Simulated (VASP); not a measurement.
Set up this calculation in VASP 6.6.1, as the native input.

```yaml
Task: single point
Functional: PBEsol
Potentials_or_basis: VASP PAW PBE potentials, release 64 (Er, O)
Cutoff: 520 eV
k_mesh: 7 × 7 × 7
Occupations: gaussian, width 0.05 eV
Spin: collinear spin, ferromagnetic start
Starting_moments: "[3.0, 0.0] μB"
Hubbard_terms: Er f U = 2 eV
Further_INCAR_settings: ALGO = Normal; EDIFF = 1e-06; NBANDS = 25
```

The structure of ErO lies in POSCAR:

```
ErO
1.0
    2.7442915000      0.0000000000      0.0000000000
    0.0000000000      2.7442915000      0.0000000000
    0.0000000000      0.0000000000      2.7442915000
Er O
1 1
Direct
    0.0000000000      0.0000000000      0.0000000000
    0.5000000000      0.5000000000      0.5000000000
```

The cell comes from a database or a generator and needn't be the stable form of this composition.

These files were run (other wordings do the same):

INCAR

```
SYSTEM = ErO
  PREC = Accurate
  ENCUT = 520
  EDIFF = 1E-6
  ISMEAR = 0
  SIGMA = 0.05
  LREAL = .False.
  LASPH = .True.
  NELM = 120
  ALGO = Normal
  ISIF = 2
  LWAVE = .False.
  LCHARG = .False.
  ISPIN = 2
  MAGMOM = 3 0
  LORBIT = 11
  LMAXMIX = 6
  LDAU = .True.
  LDAUTYPE = 2
  LDAUL = 3 -1
  LDAUU = 2 0
  LDAUJ = 0 0
  LDAUPRINT = 1
  GGA = PS
  NBANDS = 25
```

KPOINTS

```
regular mesh
0
Gamma
  7 7 7
  0 0 0
```

Potentials or basis: VASP PAW PBE potentials, release 64 (Er, O).

The run is started by

```sh
$ cat potpaw_PBE.64/Er/POTCAR potpaw_PBE.64/O/POTCAR > POTCAR
$ mpirun -np 1 vasp_std > vasp.out
```

Results of the run:

```json
{
  "Pressure": "38.7 GPa",
  "Band gap on the k mesh": "none (metal or under the smearing width)",
  "Net moment": "2.20 μB per cell",
  "Site moments": "Er +2.22; O +0.02 μB",
  "Valence electrons inside the program's atomic spheres": "Er 20.11; O 5.07"
}
```

Caveat: the magnetic or orbital state may not be the lowest; a pressure of tens of GPa on the cell as given is suspect, and the run, the potentials or the cell itself is likely at fault; the PAW data sets were made with another functional, which shifts forces and pressure a little; spin-orbit coupling is left out, which moves the levels of the heavy elements.

It took 30 s on 1 thread of Intel(R) Xeon(R) 6975P-C (Granite Rapids), on a shared host, peak memory 0.15 GiB.
